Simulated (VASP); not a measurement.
Here is the system:

```yaml
crystal:
  lattice:
    - [1.84174, -7.43557, 0.00000]
    - [1.84174, 7.43557, 0.00000]
    - [0.00000, 0.00000, 3.67325]
  atoms:
    - { symbol: Zr, position: [0.89409, 0.10591, 0.75000] }
    - { symbol: Zr, position: [0.10591, 0.89409, 0.25000] }
    - { symbol: Si, position: [0.44854, 0.55146, 0.25000] }
    - { symbol: Si, position: [0.55146, 0.44854, 0.75000] }
    - { symbol: Si, position: [0.25025, 0.74975, 0.75000] }
    - { symbol: Si, position: [0.74975, 0.25025, 0.25000] }
```

These are PBE GGA, VASP's PBE PAW potentials (set 64) (plane waves; VASP) values and carry that method's errors. Run with 300 eV cut-off, 7×7×7 Γ-centred mesh, Gaussian smearing of 0.10 eV, potentials Zr_sv Si.

Task: Give the energies of bands 11 to 23 at the high-symmetry points, in eV from the Fermi level.

Result: 
| band | Γ | Y | C0 | Z | A0 | T | S | R |
|---|---|---|---|---|---|---|---|---|
| 11 | -7.76 | -6.72 | -8.73 | -8.40 | -7.26 | -8.81 | -8.96 | -7.23 |
| 12 | -3.55 | -4.83 | -5.72 | -8.40 | -7.26 | -8.81 | -5.80 | -7.23 |
| 13 | -3.08 | -3.34 | -5.03 | -4.71 | -5.73 | -3.76 | -4.84 | -5.73 |
| 14 | -2.95 | -3.02 | -3.79 | -4.71 | -5.73 | -3.76 | -4.08 | -5.73 |
| 15 | -2.69 | -2.84 | -3.38 | -2.31 | -3.73 | -2.90 | -3.38 | -3.81 |
| 16 | -2.44 | -2.64 | -2.86 | -2.31 | -3.73 | -2.90 | -2.48 | -3.81 |
| 17 | -2.39 | -2.61 | -1.63 | -1.86 | -3.28 | -2.08 | -1.87 | -3.28 |
| 18 | -2.32 | -1.84 | -1.43 | -1.86 | -3.28 | -2.08 | -1.42 | -3.28 |
| 19 | -2.32 | -1.50 | -0.92 | -0.01 | -2.07 | -0.83 | -0.87 | -2.05 |
| 20 | -0.08 | 0.34 | -0.58 | -0.01 | -2.07 | -0.83 | -0.41 | -2.05 |
| 21 | 1.20 | 1.12 | -0.11 | 0.02 | 2.07 | 0.06 | -0.41 | 2.13 |
| 22 | 1.38 | 1.15 | 0.93 | 0.02 | 2.07 | 0.06 | 0.91 | 2.13 |
| 23 | 1.39 | 1.57 | 1.04 | 1.58 | 3.04 | 2.31 | 0.91 | 3.20 |

It has no gap at this level: it comes out as a metal or semimetal.

The structure comes from a computed database's ZrSi2 entry (Cmcm), a phase known from measurement. The cell was not relaxed at this level.
